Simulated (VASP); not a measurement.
Calculation: r2SCAN meta-GGA, VASP's PBE PAW potentials (set 64) (plane waves; VASP).

VASP ran on this input.

INCAR:
```
ALGO=Normal
EDIFF=1E-6
EDIFFG=-0.02
ENCUT=620
IBRION=2
ISIF=3
ISMEAR=0
LASPH=.True.
LCHARG=.False.
LMIXTAU=.True.
LREAL=.False.
LWAVE=.False.
METAGGA=R2SCAN
NELM=100
NSW=40
PREC=Accurate
PSTRESS=50
SIGMA=0.05
SYSTEM=BN
```

**KPOINTS**
```
kpoints
0
Gamma
  10 10 4
0 0 0
```

### POSCAR
```
BN
1
    1.2515309384    -2.1677155609     0.0000000000
    1.2515309384     2.1677155609     0.0000000000
    0.0000000000     0.0000000000     6.7645586847
B N
2 2
Direct
  0.3333330000   0.6666670000   0.2500000000
  0.6666670000   0.3333330000   0.7500000000
  0.6666670000   0.3333330000   0.2500000000
  0.3333330000   0.6666670000   0.7500000000
```

POTCAR, in this order: B N (PBE.64 set). Program: vasp_std.

Output of the run:

### OSZICAR
```
...
   3 F= -.37465457E+02 E0= -.37465457E+02  d E =-.110867E-01
       N       E                     dE             d eps       ncg     rms          rms(c)
DAV:   1    -0.386233998323E+02   -0.33901E-01   -0.13029E+00  1012   0.104E+01    0.937E-01
DAV:   2    -0.385958922291E+02    0.27508E-01   -0.41590E-02  1108   0.210E+00    0.423E-01
DAV:   3    -0.385875801951E+02    0.83120E-02   -0.18930E-02  1196   0.119E+00    0.139E-01
DAV:   4    -0.385868033208E+02    0.77687E-03   -0.30609E-03  1076   0.719E-01    0.552E-02
DAV:   5    -0.385875817517E+02   -0.77843E-03   -0.20725E-03  1024   0.634E-01    0.280E-02
DAV:   6    -0.385880198041E+02   -0.43805E-03   -0.56397E-04  1024   0.343E-01    0.145E-02
DAV:   7    -0.385880725242E+02   -0.52720E-04   -0.52824E-05  1060   0.105E-01    0.433E-03
DAV:   8    -0.385880925001E+02   -0.19976E-04   -0.12454E-05  1144   0.512E-02    0.141E-03
DAV:   9    -0.385880983307E+02   -0.58306E-05   -0.33027E-06  1092   0.263E-02    0.762E-04
DAV:  10    -0.385880992671E+02   -0.93646E-06   -0.83248E-07   732   0.137E-02
   4 F= -.37480691E+02 E0= -.37480691E+02  d E =-.152335E-01
       N       E                     dE             d eps       ncg     rms          rms(c)
DAV:   1    -0.388951151383E+02   -0.30702E+00   -0.12414E+01  1012   0.326E+01    0.290E+00
DAV:   2    -0.386408704667E+02    0.25424E+00   -0.39248E-01  1120   0.647E+00    0.131E+00
DAV:   3    -0.385695408539E+02    0.71330E-01   -0.16879E-01  1192   0.359E+00    0.430E-01
DAV:   4    -0.385564540841E+02    0.13087E-01   -0.26886E-02  1084   0.217E+00    0.171E-01
DAV:   5    -0.385712269757E+02   -0.14773E-01   -0.17264E-02  1052   0.192E+00    0.782E-02
DAV:   6    -0.385706278960E+02    0.59908E-03   -0.46492E-03  1016   0.993E-01    0.465E-02
DAV:   7    -0.385711805529E+02   -0.55266E-03   -0.46541E-04  1072   0.322E-01    0.147E-02
DAV:   8    -0.385712875136E+02   -0.10696E-03   -0.88187E-05  1184   0.130E-01    0.522E-03
DAV:   9    -0.385713211826E+02   -0.33669E-04   -0.19187E-05  1088   0.626E-02    0.256E-03
DAV:  10    -0.385713264164E+02   -0.52339E-05   -0.58625E-06  1080   0.352E-02    0.178E-03
DAV:  11    -0.385713308151E+02   -0.43987E-05   -0.10327E-06   780   0.146E-02    0.112E-03
DAV:  12    -0.385713306942E+02    0.12091E-06   -0.96532E-08   664   0.413E-03
   5 F= -.37513932E+02 E0= -.37513932E+02  d E =-.484748E-01
       N       E                     dE             d eps       ncg     rms          rms(c)
DAV:   1    -0.398122392069E+02   -0.12409E+01   -0.57027E+01  1008   0.722E+01    0.620E+00
DAV:   2    -0.387087343703E+02    0.11035E+01   -0.17676E+00  1160   0.140E+01    0.284E+00
DAV:   3    -0.384387617175E+02    0.26997E+00   -0.67934E-01  1168   0.748E+00    0.921E-01
DAV:   4    -0.383938357399E+02    0.44926E-01   -0.88253E-02  1168   0.371E+00    0.365E-01
DAV:   5    -0.384446964094E+02   -0.50861E-01   -0.50913E-02  1116   0.337E+00    0.140E-01
DAV:   6    -0.384313488166E+02    0.13348E-01   -0.17039E-02  1044   0.209E+00    0.103E-01
DAV:   7    -0.384335191877E+02   -0.21704E-02   -0.19720E-03  1088   0.721E-01    0.371E-02
DAV:   8    -0.384337376856E+02   -0.21850E-03   -0.32442E-04  1104   0.259E-01    0.143E-02
DAV:   9    -0.384338529781E+02   -0.11529E-03   -0.48574E-05  1092   0.105E-01    0.571E-03
DAV:  10    -0.384338618437E+02   -0.88655E-05   -0.16872E-05  1180   0.651E-02    0.398E-03
DAV:  11    -0.384338716620E+02   -0.98183E-05   -0.27430E-06  1080   0.271E-02    0.251E-03
DAV:  12    -0.384338716586E+02    0.33267E-08   -0.29557E-07   720   0.665E-03
   6 F= -.37476981E+02 E0= -.37476981E+02  d E =-.115241E-01
       N       E                     dE             d eps       ncg     rms          rms(c)
DAV:   1    -0.394730899290E+02   -0.10392E+01   -0.33362E+01  1008   0.513E+01    0.466E+00
DAV:   2    -0.387639375460E+02    0.70915E+00   -0.98435E-01  1208   0.109E+01    0.215E+00
DAV:   3    -0.385435972779E+02    0.22034E+00   -0.51801E-01  1184   0.621E+00    0.681E-01
DAV:   4    -0.385876894258E+02   -0.44092E-01   -0.66918E-02  1120   0.310E+00    0.271E-01
DAV:   5    -0.384858336278E+02    0.10186E+00   -0.49903E-02  1052   0.311E+00    0.141E-01
DAV:   6    -0.385528736788E+02   -0.67040E-01   -0.21425E-02  1008   0.207E+00    0.628E-02
DAV:   7    -0.385527995088E+02    0.74170E-04   -0.89822E-04  1164   0.419E-01    0.241E-02
DAV:   8    -0.385529695936E+02   -0.17008E-03   -0.34421E-04  1048   0.279E-01    0.761E-03
DAV:   9    -0.385531988708E+02   -0.22928E-03   -0.11429E-04  1052   0.167E-01    0.296E-03
DAV:  10    -0.385532332371E+02   -0.34366E-04   -0.24155E-05  1108   0.769E-02    0.387E-03
DAV:  11    -0.385532443380E+02   -0.11101E-04   -0.42690E-06  1088   0.304E-02    0.184E-03
DAV:  12    -0.385532452782E+02   -0.94014E-06   -0.29931E-07   772   0.618E-03
   7 F= -.37520695E+02 E0= -.37520695E+02  d E =-.552372E-01
       N       E                     dE             d eps       ncg     rms          rms(c)
DAV:   1    -0.385545871047E+02   -0.13428E-02   -0.33602E-01  1008   0.530E+00    0.475E-01
DAV:   2    -0.385476881472E+02    0.68990E-02   -0.10569E-02  1156   0.108E+00    0.216E-01
DAV:   3    -0.385457551099E+02    0.19330E-02   -0.46470E-03  1172   0.597E-01    0.688E-02
DAV:   4    -0.385457035901E+02    0.51520E-04   -0.61418E-04  1136   0.304E-01    0.276E-02
DAV:   5    -0.385457370135E+02   -0.33423E-04   -0.40980E-04  1088   0.270E-01    0.138E-02
DAV:   6    -0.385457714610E+02   -0.34448E-04   -0.10796E-04  1020   0.150E-01    0.669E-03
DAV:   7    -0.385457798910E+02   -0.84300E-05   -0.10403E-05  1048   0.469E-02    0.199E-03
DAV:   8    -0.385457808831E+02   -0.99211E-06   -0.26904E-06  1096   0.231E-02
   8 F= -.37521085E+02 E0= -.37521085E+02  d E =-.556280E-01
       N       E                     dE             d eps       ncg     rms          rms(c)
DAV:   1    -0.385562476070E+02   -0.10468E-01   -0.90245E-02  1092   0.330E+00    0.392E-01
DAV:   2    -0.385531598518E+02    0.30878E-02   -0.70452E-03  1248   0.826E-01    0.138E-01
DAV:   3    -0.385536598382E+02   -0.49999E-03   -0.12710E-03  1048   0.364E-01    0.425E-02
DAV:   4    -0.385534897878E+02    0.17005E-03   -0.21008E-04  1128   0.181E-01    0.241E-02
DAV:   5    -0.385535813264E+02   -0.91539E-04   -0.18265E-04  1024   0.180E-01    0.703E-03
DAV:   6    -0.385536381372E+02   -0.56811E-04   -0.43151E-05  1036   0.827E-02    0.451E-03
DAV:   7    -0.385536520348E+02   -0.13898E-04   -0.43945E-06  1080   0.270E-02    0.252E-03
DAV:   8    -0.385536428360E+02    0.91988E-05   -0.73343E-07   752   0.107E-02    0.528E-04
DAV:   9    -0.385536452714E+02   -0.24354E-05   -0.19022E-07   548   0.551E-03    0.162E-04
DAV:  10    -0.385536442597E+02    0.10117E-05   -0.25732E-08   528   0.238E-03    0.105E-04
DAV:  11    -0.385536444191E+02   -0.15934E-06   -0.24947E-09   516   0.647E-04
   9 F= -.37518388E+02 E0= -.37518388E+02  d E =0.269737E-02
       N       E                     dE             d eps       ncg     rms          rms(c)
DAV:   1    -0.385495986482E+02    0.40456E-02   -0.60264E-02  1096   0.271E+00    0.320E-01
DAV:   2    -0.385475257702E+02    0.20729E-02   -0.45993E-03  1240   0.672E-01    0.113E-01
DAV:   3    -0.385478156574E+02   -0.28989E-03   -0.86037E-04  1044   0.304E-01    0.346E-02
DAV:   4    -0.385478270218E+02   -0.11364E-04   -0.13870E-04  1120   0.148E-01    0.198E-02
DAV:   5    -0.385477204969E+02    0.10652E-03   -0.12597E-04  1016   0.149E-01    0.613E-03
DAV:   6    -0.385478556079E+02   -0.13511E-03   -0.30497E-05  1016   0.702E-02    0.378E-03
DAV:   7    -0.385478511512E+02    0.44567E-05   -0.29381E-06  1108   0.222E-02    0.204E-03
DAV:   8    -0.385478601304E+02   -0.89792E-05   -0.49658E-07   684   0.888E-03    0.424E-04
DAV:   9    -0.385478586619E+02    0.14685E-05   -0.12460E-07   532   0.449E-03    0.135E-04
DAV:  10    -0.385478594117E+02   -0.74979E-06   -0.15926E-08   508   0.192E-03
  10 F= -.37521229E+02 E0= -.37521229E+02  d E =-.143866E-03
```

**OUTCAR**
```
------------------------ aborting loop because EDIFF is reached ----------------------------------------
  FORCE on cell =-STRESS in cart. coord.  units (eV):
  Direction    XX          YY          ZZ          XY          YZ          ZX
  --------------------------------------------------------------------------------------
  Total        1.0258881      1.0258885      1.0327130      0.0000000      0.0000000      0.0000000
  in kB       49.9638542     49.9638759     50.2962491      0.0000000      0.0000000      0.0000000
  external PRESSURE =       0.0746597 kB  Pullay stress =      50.0000000 kB
  volume of cell :       32.90
      direct lattice vectors                 reciprocal lattice vectors
     1.246326027 -2.158700470 -0.000000000     0.401179137 -0.231620832  0.000000000
     1.246326027  2.158700470 -0.000000000     0.401179137  0.231620832  0.000000000
    -0.000000000 -0.000000000  6.113650358     0.000000000 -0.000000000  0.163568399
  FREE ENERGIE OF THE ION-ELECTRON SYSTEM (eV)
  ---------------------------------------------------
  free  energy   TOTEN  =       -38.5478594117 eV

  energy  without entropy=      -38.5478594117  energy(sigma->0) =      -38.54785941
  enthalpy is  TOTEN    =       -37.5212291399 eV   P V=        1.0266302718

 reached required accuracy - stopping structural energy minimisation
```
(Selected blocks of OUTCAR.)

### CONTCAR
```
BN
   1.00000000000000
     1.2463260273324646   -2.1587004701451029   -0.0000000000000000
     1.2463260273324646    2.1587004701451029   -0.0000000000000000
    -0.0000000000000000   -0.0000000000000000    6.1136503582089956
  B               N
     2     2
Direct
     0.3333330000000032    0.6666669999999968    0.2500000000000000
     0.6666669999999968    0.3333330000000032    0.7500000000000000
     0.6666669999999968    0.3333330000000032    0.2500000000000000
     0.3333330000000032    0.6666669999999968    0.7500000000000000
```

Energy and stress use the plane-wave basis of the starting cell.

The compound is BN in the hex structure. This run relaxes it under an external pressure of 5 GPa. Symmetry was kept, so distortions that lower it aren't found.
